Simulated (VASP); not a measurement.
Level of theory: PBE GGA, VASP's PBE PAW potentials (set 64) (plane waves; VASP).

Input for VASP

POSCAR:
```
Re
1
    1.3800000000    -2.3902300000     0.0000000000
    1.3800000000     2.3902300000     0.0000000000
    0.0000000000     0.0000000000     4.4600000000
Re
2
Direct
  0.3333330000   0.6666670000   0.2500000000
  0.6666670000   0.3333330000   0.7500000000
```

KPOINTS:
```
Automatic mesh
0
Gamma
14 14 8
0 0 0
```

INCAR:
```
SYSTEM = Re
PREC = Accurate
ENCUT = 400
EDIFF = 1E-6
NELM = 100
ALGO = Normal
LREAL = .FALSE.
LASPH = .TRUE.
ISMEAR = 1
SIGMA = 0.1
GGA = PE
LMAXMIX = 6
LWAVE = .FALSE.
LCHARG = .FALSE.
IBRION = 2
ISIF = 3
NSW = 60
EDIFFG = -0.01
```

POTCAR, in this order: Re (PBE.64 set). Program: vasp_std.

What VASP printed:

### OUTCAR
```
 ion  position               nearest neighbor table
   1  0.333  0.667  0.250-   2 2.74   2 2.74   2 2.74   2 2.74   2 2.74   2 2.74
   2  0.667  0.333  0.750-   1 2.74   1 2.74   1 2.74   1 2.74   1 2.74   1 2.74
  LATTYP: Found a hexagonal cell.
 ALAT       =     2.7599999009
 C/A-ratio  =     1.6159420870
 Subroutine PRICEL returns:
 Original cell was already a primitive cell.
 Subroutine GETGRP returns: Found 24 space group operations
The static configuration has the point symmetry D_3d.
 The point group associated with its full space group is D_6h.
The dynamic configuration has the point symmetry D_3d.
 Subroutine INISYM returns: Found 24 space group operations
 Subroutine IBZKPT returns following result:
 Found    120 irreducible k-points:

 Following reciprocal coordinates:
            Coordinates               Weight
  0.000000  0.000000  0.000000      1.000000
  0.071429  0.000000  0.000000      6.000000
  0.142857 -0.000000  0.000000      6.000000
  0.214286  0.000000  0.000000      6.000000
  0.285714 -0.000000  0.000000      6.000000
  0.357143 -0.000000  0.000000      6.000000
  0.428571  0.000000  0.000000      6.000000
  0.500000 -0.000000  0.000000      3.000000
  0.071429  0.071429  0.000000      6.000000
  0.142857  0.071429  0.000000     12.000000
  0.214286  0.071429  0.000000     12.000000
  0.285714  0.071429  0.000000     12.000000
  0.357143  0.071429  0.000000     12.000000
  0.428571  0.071429  0.000000     12.000000
  0.142857  0.142857  0.000000      6.000000
  0.214286  0.142857  0.000000     12.000000
  0.285714  0.142857  0.000000     12.000000
  0.357143  0.142857  0.000000     12.000000
  0.428571  0.142857  0.000000      6.000000
  0.214286  0.214286  0.000000      6.000000
  0.285714  0.214286  0.000000     12.000000
  0.357143  0.214286  0.000000     12.000000
...
```

**OSZICAR**
```
       N       E                     dE             d eps       ncg     rms          rms(c)
DAV:   1     0.187819472171E+02    0.18782E+02   -0.61683E+03  5055   0.143E+03
DAV:   2    -0.221331604588E+02   -0.40915E+02   -0.35302E+02  4507   0.329E+02
DAV:   3    -0.260537683298E+02   -0.39206E+01   -0.32921E+01  4672   0.149E+02
DAV:   4    -0.262309988031E+02   -0.17723E+00   -0.16225E+00  4843   0.158E+01
DAV:   5    -0.262382943863E+02   -0.72956E-02   -0.66412E-02  4571   0.202E+00    0.429E+01
DAV:   6    -0.252146596546E+02    0.10236E+01   -0.98697E-01  4872   0.309E+01    0.176E+01
DAV:   7    -0.248584566466E+02    0.35620E+00   -0.73181E-01  5092   0.254E+01    0.692E-01
DAV:   8    -0.248451225880E+02    0.13334E-01   -0.10839E-02  5215   0.133E+00    0.224E-01
DAV:   9    -0.248443342581E+02    0.78833E-03   -0.62540E-04  5127   0.288E-01    0.353E-02
DAV:  10    -0.248443508556E+02   -0.16598E-04   -0.39044E-05  4535   0.575E-02    0.558E-03
DAV:  11    -0.248443510151E+02   -0.15946E-06   -0.20214E-07  2394   0.214E-02
   1 F= -.24844351E+02 E0= -.24844644E+02  d E =-.248444E+02
       N       E                     dE             d eps       ncg     rms          rms(c)
DAV:   1    -0.248865818680E+02   -0.42231E-01   -0.15950E+01  3339   0.227E+02    0.117E+01
DAV:   2    -0.247657355277E+02    0.12085E+00   -0.21746E-01  4237   0.158E+01    0.426E+00
DAV:   3    -0.247295554337E+02    0.36180E-01   -0.97308E-02  4615   0.105E+01    0.578E-01
DAV:   4    -0.247298695491E+02   -0.31412E-03   -0.14634E-03  5021   0.413E-01    0.101E-01
DAV:   5    -0.247299263692E+02   -0.56820E-04   -0.73487E-04  5105   0.754E-01    0.421E-02
DAV:   6    -0.247299484158E+02   -0.22047E-04   -0.17101E-05  4592   0.111E-01    0.607E-03
DAV:   7    -0.247299485416E+02   -0.12581E-06   -0.72252E-07  2076   0.507E-02
   2 F= -.24729949E+02 E0= -.24730115E+02  d E =0.114402E+00
       N       E                     dE             d eps       ncg     rms          rms(c)
DAV:   1    -0.249452597549E+02   -0.21531E+00   -0.14699E+01  2640   0.246E+02    0.104E+01
DAV:   2    -0.248785585134E+02    0.66701E-01   -0.15398E-01  4633   0.122E+01    0.335E+00
DAV:   3    -0.248522096562E+02    0.26349E-01   -0.58553E-02  4448   0.829E+00    0.613E-01
DAV:   4    -0.248519713669E+02    0.23829E-03   -0.15323E-03  5091   0.882E-01    0.286E-01
DAV:   5    -0.248519749857E+02   -0.36188E-05   -0.79574E-04  5037   0.853E-01    0.528E-02
DAV:   6    -0.248519892838E+02   -0.14298E-04   -0.20137E-05  4904   0.152E-01    0.760E-03
DAV:   7    -0.248519890780E+02    0.20575E-06   -0.29690E-07  1869   0.370E-02
   3 F= -.24851989E+02 E0= -.24852288E+02  d E =-.763806E-02
       N       E                     dE             d eps       ncg     rms          rms(c)
DAV:   1    -0.248519975162E+02   -0.82324E-05   -0.58214E-04  2801   0.149E+00    0.727E-02
DAV:   2    -0.248519949204E+02    0.25957E-05   -0.50420E-06  3018   0.920E-02    0.238E-02
DAV:   3    -0.248519943084E+02    0.61205E-06   -0.15839E-06  1728   0.545E-02
   4 F= -.24851994E+02 E0= -.24852294E+02  d E =-.764329E-02
       N       E                     dE             d eps       ncg     rms          rms(c)
DAV:   1    -0.248519918889E+02    0.30315E-05   -0.26466E-04  2697   0.105E+00    0.600E-02
DAV:   2    -0.248519911622E+02    0.72676E-06   -0.92008E-07  1625   0.579E-02
   5 F= -.24851991E+02 E0= -.24852290E+02  d E =-.764015E-02
       N       E                     dE             d eps       ncg     rms          rms(c)
DAV:   1    -0.248520472633E+02   -0.55374E-04   -0.44099E-03  3996   0.239E+00    0.380E-02
DAV:   2    -0.248520085076E+02    0.38756E-04   -0.52224E-05  4842   0.970E-02    0.181E-02
DAV:   3    -0.248519974908E+02    0.11017E-04   -0.20369E-05  4281   0.686E-02    0.539E-03
DAV:   4    -0.248519978497E+02   -0.35886E-06   -0.37977E-06  2157   0.279E-02
   6 F= -.24851998E+02 E0= -.24852305E+02  d E =-.668752E-05
       N       E                     dE             d eps       ncg     rms          rms(c)
DAV:   1    -0.248520132144E+02   -0.15724E-04   -0.78561E-04  3988   0.102E+00    0.162E-02
DAV:   2    -0.248520060495E+02    0.71649E-05   -0.75726E-06  3945   0.422E-02    0.897E-03
DAV:   3    -0.248520040007E+02    0.20488E-05   -0.58161E-06  2266   0.367E-02    0.281E-03
DAV:   4    -0.248520040342E+02   -0.33532E-07   -0.41791E-07  1437   0.262E-02
   7 F= -.24852004E+02 E0= -.24852308E+02  d E =-.128720E-04
       N       E                     dE             d eps       ncg     rms          rms(c)
DAV:   1    -0.248520233789E+02   -0.19378E-04   -0.58737E-03  3383   0.450E+00    0.215E-01
DAV:   2    -0.248519862789E+02    0.37100E-04   -0.61716E-05  4337   0.272E-01    0.748E-02
DAV:   3    -0.248519723994E+02    0.13880E-04   -0.25550E-05  4339   0.169E-01    0.105E-02
DAV:   4    -0.248519719640E+02    0.43538E-06   -0.12029E-07  1458   0.148E-02
   8 F= -.24851972E+02 E0= -.24852278E+02  d E =0.320702E-04
       N       E                     dE             d eps       ncg     rms          rms(c)
DAV:   1    -0.248520331056E+02   -0.60706E-04   -0.36917E-03  3402   0.355E+00    0.165E-01
DAV:   2    -0.248520122330E+02    0.20873E-04   -0.40184E-05  4308   0.215E-01    0.554E-02
DAV:   3    -0.248520066388E+02    0.55942E-05   -0.15984E-05  4057   0.133E-01    0.915E-03
DAV:   4    -0.248520068476E+02   -0.20884E-06   -0.89579E-08  1401   0.132E-02
   9 F= -.24852007E+02 E0= -.24852311E+02  d E =-.281340E-05
```

**OUTCAR**
```
------------------------ aborting loop because EDIFF is reached ----------------------------------------
  FORCE on cell =-STRESS in cart. coord.  units (eV):
  Direction    XX          YY          ZZ          XY          YZ          ZX
  --------------------------------------------------------------------------------------
  Total        0.0059891      0.0059891     -0.0020086      0.0000000      0.0000000      0.0000000
  in kB        0.3214028      0.3214027     -0.1077901      0.0000000      0.0000000      0.0000000
  external PRESSURE =       0.1783385 kB  Pullay stress =       0.0000000 kB
  volume of cell :       29.86
      direct lattice vectors                 reciprocal lattice vectors
     1.386126670 -2.400841703 -0.000000000     0.360717394 -0.208260294 -0.000000000
     1.386126670  2.400841703  0.000000000     0.360717394  0.208260294 -0.000000000
     0.000000000  0.000000000  4.485631438    -0.000000000 -0.000000000  0.222934054
 POSITION                                       TOTAL-FORCE (eV/Angst)
 -----------------------------------------------------------------------------------
      1.38613      0.80028      1.12141        -0.000000      0.000000      0.000000
      1.38613     -0.80028      3.36422         0.000000     -0.000000      0.000000
 -----------------------------------------------------------------------------------
    total drift:                               -0.000000      0.000009     -0.000016
  FREE ENERGIE OF THE ION-ELECTRON SYSTEM (eV)
  ---------------------------------------------------
  free  energy   TOTEN  =       -24.8520068476 eV

  energy  without entropy=      -24.8529197067  energy(sigma->0) =      -24.85231113

 reached required accuracy - stopping structural energy minimisation
```
(Selected blocks of OUTCAR.)

File CONTCAR:
```
Re
   1.00000000000000
     1.3861266703853681   -2.4008417028646618   -0.0000000000000000
     1.3861266703853681    2.4008417028646618    0.0000000000000000
     0.0000000000000000    0.0000000000000000    4.4856314380820237
  Re
     2
Direct
     0.3333330000000032    0.6666669999999968    0.2500000000000000
     0.6666669999999968    0.3333330000000032    0.7500000000000000
```

The compound is Re in the hcp structure. This run relaxes it. Symmetry was kept, so distortions that lower it aren't found.
